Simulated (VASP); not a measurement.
# Band gap of KMgF3 at several levels of theory, part 2 of 2

How does the band gap of KMgF3 depend on the functional? The starting structure is a measured crystal structure from the Crystallography Open Database. Cell and atoms stay as given. Meshes and data sets differ where the inputs say so.

VASP 6.6.1.

Results so far: LDA 6.939 eV; PBE 7.287 eV; r2SCAN 8.228 eV.

## 5. Bands with TB-mBJ

Level of this step: TB-mBJ; plane waves and PAW (K_sv, Mg, F) (VASP).

TB-mBJ is a local potential fitted to gaps: it costs far less than a hybrid but gives no energy. Its energies, forces and stress mean nothing.

Input file INCAR:

```
SYSTEM = KMgF3
PREC = Accurate
ENCUT = 460
EDIFF = 1E-06
NELM = 150
ISMEAR = 0
SIGMA = 0.03
LREAL = .FALSE.
ALGO = Normal
METAGGA = MBJ
LASPH = .TRUE.
NBANDS = 31
LORBIT = 11
LWAVE = .FALSE.
LCHARG = .FALSE.
KPAR = 8
```

Input file POSCAR:

```
KMgF3
1.0
    3.9897000000      0.0000000000      0.0000000000
    0.0000000000      3.9897000000      0.0000000000
    0.0000000000      0.0000000000      3.9897000000
K Mg F
1 1 3
Direct
    0.5000000000      0.5000000000      0.5000000000
    0.0000000000      0.0000000000      0.0000000000
    0.0000000000      0.0000000000      0.5000000000
    0.0000000000      0.5000000000      0.0000000000
    0.5000000000      0.0000000000      0.0000000000
```

Input file KPOINTS:

```
Automatic mesh
0
Gamma
6 6 6
0 0 0
```

Input file KPOINTS_OPT:

```
Line mode
8
Line-mode
Reciprocal
  0.00000000   0.00000000   0.00000000 GAMMA
  0.00000000   0.50000000   0.00000000 X

  0.00000000   0.50000000   0.00000000 X
  0.50000000   0.50000000   0.00000000 M

  0.50000000   0.50000000   0.00000000 M
  0.00000000   0.00000000   0.00000000 GAMMA

  0.00000000   0.00000000   0.00000000 GAMMA
  0.50000000   0.50000000   0.50000000 R

  0.50000000   0.50000000   0.50000000 R
  0.00000000   0.50000000   0.00000000 X

  0.50000000   0.50000000   0.00000000 M
  0.50000000   0.50000000   0.50000000 R
```

PAW data sets: K_sv, Mg and F (PBE family, release 64).

The run is started by

```sh
mpirun -np 8 vasp_std
```

Log:

```text
[banner, memory and clock lines left out]
running    8 mpi-ranks, on    1 nodes
[...]
[... a notice as in an earlier step ...]

 [... a notice as in an earlier step ...]

 LDA part: xc-table for (None), standard interpolation
 POSCAR, INCAR and KPOINTS ok, starting setup
[...]
entering main loop
       N       E                     dE             d eps       ncg     rms          rms(c)
DAV:   1     0.296279381243E+03    0.29628E+03   -0.15681E+04  1336   0.897E+02
DAV:   2     0.100397767506E+03   -0.19588E+03   -0.18847E+03  1455   0.265E+02
DAV:   3     0.907171197924E+02   -0.96806E+01   -0.95274E+01  2081   0.493E+01
DAV:   4     0.903551989329E+02   -0.36192E+00   -0.36147E+00  1579   0.570E+00
[...]
DAV:  76     0.972263827555E+02    0.33703E-05    0.14957E-12   620   0.129E-05    0.366E-06
DAV:  77     0.972263847608E+02    0.20052E-05   -0.28332E-12   620   0.580E-06    0.235E-06
DAV:  78     0.972263838031E+02   -0.95768E-06    0.43993E-12   620   0.341E-06
   1 F= 0.97226384E+02 E0= 0.97226384E+02  d E =-.260491E-13
 Start KPOINTS_OPT (optional k-point list driver)
k-point batch [1-20\48]
       N       E                     dE             ncg
DAV:   1    -0.684688685577E+03   -0.13991E+05     1320
DAV:   2    -0.511136251647E+04   -0.44267E+04     1487
DAV:   3    -0.530494259994E+04   -0.19358E+03     2011
DAV:   4    -0.530841676725E+04   -0.34742E+01     1599
DAV:   5    -0.530844713142E+04   -0.30364E-01     1616
DAV:   6    -0.530844784564E+04   -0.71422E-03     1550
DAV:   7    -0.530844786397E+04   -0.18339E-04     1625
DAV:   8    -0.530844786410E+04   -0.12060E-06     1050
[...]
k-point batch [41-48\48]
       N       E                     dE             ncg
DAV:   1     0.119273538827E+05   -0.90036E+04      504
DAV:   2     0.101166456703E+05   -0.18107E+04      610
DAV:   3     0.100323619069E+05   -0.84284E+02      753
DAV:   4     0.100310816729E+05   -0.12802E+01      641
DAV:   5     0.100310706777E+05   -0.10995E-01      613
DAV:   6     0.100310704348E+05   -0.24291E-03      622
DAV:   7     0.100310704263E+05   -0.84848E-05      598
DAV:   8     0.100310704262E+05   -0.12212E-06      504
```

Elapsed: 43 s, on 8 MPI ranks of Intel Xeon 6975P-C (Granite Rapids), shared host; peak memory 1.8 GiB; 4.5 min of CPU time.

From OUTCAR (step 5):

```text
  Total      -65.9642150    -65.9642150    -65.9642150     -0.0000000     -0.0000000      0.0000000
  in kB    -1664.1721846  -1664.1721846  -1664.1721846     -0.0000000     -0.0000000      0.0000000
  external PRESSURE =   -1664.1721846 kB  Pullay stress =       0.0000000 kB

  FREE ENERGIE OF THE ION-ELECTRON SYSTEM (eV)
  ---------------------------------------------------
  free  energy   TOTEN  =        97.2263838031 eV

  energy  without entropy=       97.2263838031  energy(sigma->0) =       97.22638380

[... 3 parts as in an earlier step ...]

[... 1 further part left out ...]
[key lines of the parts left out:]
E-fermi :   0.0882
```

TB-mBJ gives a least gap of 10.768 eV, and a least direct gap of 11.064 eV. The least gap is +3.829 eV from that of LDA.

## 6. Bands with HSE06

HSE06 mixes in a quarter of exact exchange at short range, at far higher cost; in semiconductors this cures much of the gap error, while metals seldom gain. This run uses a 4×4×4 mesh. Its starting orbitals come from a semilocal run on the same mesh, not shown.

Input file INCAR:

```
SYSTEM = KMgF3
PREC = Accurate
ENCUT = 460
EDIFF = 1E-06
NELM = 100
ISMEAR = 0
SIGMA = 0.03
LREAL = .FALSE.
ALGO = Normal
LHFCALC = .TRUE.
AEXX = 0.25
GGA = PE
HFSCREEN = 0.2
LASPH = .TRUE.
NBANDS = 22
PRECFOCK = Fast
LORBIT = 11
LWAVE = .FALSE.
LCHARG = .FALSE.
KPAR = 8
```

POSCAR is that of step 5.

Input file KPOINTS:

```
Automatic mesh
0
Gamma
4 4 4
0 0 0
```

KPOINTS_OPT is that of step 5.

The run is started by

```sh
mpirun -np 8 vasp_std
```

Log:

```text
[banner, memory and clock lines left out]
running    8 mpi-ranks, on    1 nodes
[...]
[... a notice as in an earlier step ...]

 LDA part: xc-table for (Slater+PW92), standard interpolation
 found WAVECAR, reading the header
 POSCAR, INCAR and KPOINTS ok, starting setup
[...]
reading WAVECAR
 the WAVECAR file was read successfully
 initial charge from wavefunction
 entering main loop
       N       E                     dE             d eps       ncg     rms          rms(c)
DAV:   1    -0.296797164551E+02   -0.29680E+02   -0.19302E+00   440   0.116E+01    0.274E+00
DAV:   2    -0.296146578536E+02    0.65059E-01   -0.12523E-01   486   0.283E+00    0.151E+00
DAV:   3    -0.296063632254E+02    0.82946E-02   -0.68279E-02   506   0.177E+00    0.881E-01
DAV:   4    -0.296072297017E+02   -0.86648E-03   -0.21239E-03   530   0.316E-01    0.585E-01
[...]
DAV:   8    -0.296065553402E+02    0.87605E-05   -0.88743E-06   524   0.253E-02    0.787E-02
DAV:   9    -0.296065538131E+02    0.15271E-05   -0.25827E-06   456   0.157E-02    0.473E-02
DAV:  10    -0.296065536940E+02    0.11909E-06   -0.97950E-07   352   0.112E-02
   1 F= -.29606554E+02 E0= -.29606554E+02  d E =-.581996E-28
 Start KPOINTS_OPT (optional k-point list driver)
k-point batch [1-10\48]
       N       E                     dE             ncg
DAV:   1    -0.922644768896E+03   -0.51278E+04      440
DAV:   2    -0.347016218724E+04   -0.25475E+04      544
DAV:   3    -0.365651793364E+04   -0.18636E+03      632
DAV:   4    -0.366245568895E+04   -0.59378E+01      644
DAV:   5    -0.366258416901E+04   -0.12848E+00      596
DAV:   6    -0.366258660710E+04   -0.24381E-02      640
DAV:   7    -0.366258666757E+04   -0.60465E-04      568
DAV:   8    -0.366258666843E+04   -0.86451E-06      388
[...]
k-point batch [41-48\48]
       N       E                     dE             ncg
DAV:   1     0.101726315544E+04   -0.95194E+04      360
DAV:   2    -0.995397851664E+03   -0.20127E+04      440
DAV:   3    -0.113955131756E+04   -0.14415E+03      564
DAV:   4    -0.114260510049E+04   -0.30538E+01      498
DAV:   5    -0.114267081671E+04   -0.65716E-01      506
DAV:   6    -0.114267204136E+04   -0.12246E-02      498
DAV:   7    -0.114267206854E+04   -0.27182E-04      472
DAV:   8    -0.114267206914E+04   -0.60225E-06      356
```

Elapsed: 3 min, on 8 MPI ranks; peak memory 2.3 GiB; 21 min of CPU time.

From OUTCAR (step 6):

```text
 POSITION                                       TOTAL-FORCE (eV/Angst)
 -----------------------------------------------------------------------------------
      1.99485      1.99485      1.99485         0.000000      0.000000      0.000000
      0.00000      0.00000      0.00000         0.000000      0.000000      0.000000
      0.00000      0.00000      1.99485         0.000000      0.000000      0.000000
      0.00000      1.99485      0.00000         0.000000      0.000000      0.000000
      1.99485      0.00000      0.00000         0.000000      0.000000      0.000000
 -----------------------------------------------------------------------------------
    total drift:                               -0.000000      0.000000      0.000000

  FREE ENERGIE OF THE ION-ELECTRON SYSTEM (eV)
  ---------------------------------------------------
  free  energy   TOTEN  =       -29.6065536940 eV

  energy  without entropy=      -29.6065536940  energy(sigma->0) =      -29.60655369

[... 1 part as in an earlier step ...]

[... 2 further parts left out ...]
[key lines of the parts left out:]
E-fermi :  -3.1116
```

HSE06 gives a least gap of 9.539 eV, and a least direct gap of 9.845 eV. The least gap is +2.601 eV from that of LDA, on another mesh, which alone can move a gap by some hundredths of an eV.

## 7. The runs compared

| level | gap (eV) | least direct gap (eV) | mesh | core minutes |
| --- | --- | --- | --- | --- |
| LDA | 6.939 | 7.267 | 6×6×6 | 1.07 |
| PBE | 7.287 | 7.61 | 6×6×6 | 1.04 |
| r2SCAN | 8.228 | 8.549 | 6×6×6 | 3.73 |
| TB-mBJ | 10.768 | 11.064 | 6×6×6 | 5.73 |
| HSE06 | 9.539 | 9.845 | 4×4×4 | 23.7 |

Core minutes are wall time times ranks of the run shown, on a shared host.

## 8. What came out

| Item | Value |
| --- | --- |
| gap, LDA | 6.939 eV |
| gap, PBE | 7.287 eV |
| gap, r2SCAN | 8.228 eV |
| gap, TB-mBJ | 10.768 eV |
| gap, HSE06 | 9.539 eV |

Without spin-orbit coupling the gap of KMgF3 runs from 6.939 eV (LDA) to 10.768 eV (TB-mBJ). HSE06 gives +2.25 eV from PBE, on another mesh, which alone can move a gap by some hundredths of an eV. TB-mBJ lies +1.23 eV from HSE06, on another mesh, which alone can move a gap by some hundredths of an eV. These are gaps between Kohn-Sham or generalised Kohn-Sham levels of a static lattice, without excitons or temperature. Further runs on this material are not shown.

[Lines on the potential files, build, host, timing and source positions are cut from VASP's logs without a mark.]

[Logs are printed without paths, hosts, clocks, repeated set-up lines and the standing remarks that a program may print on its own settings, such as how far it seeks lower states.]

[Hosts, paths, dates, database ids (printed as entryN), source tags and the programs' standing remarks are cut or masked in the printed files.]
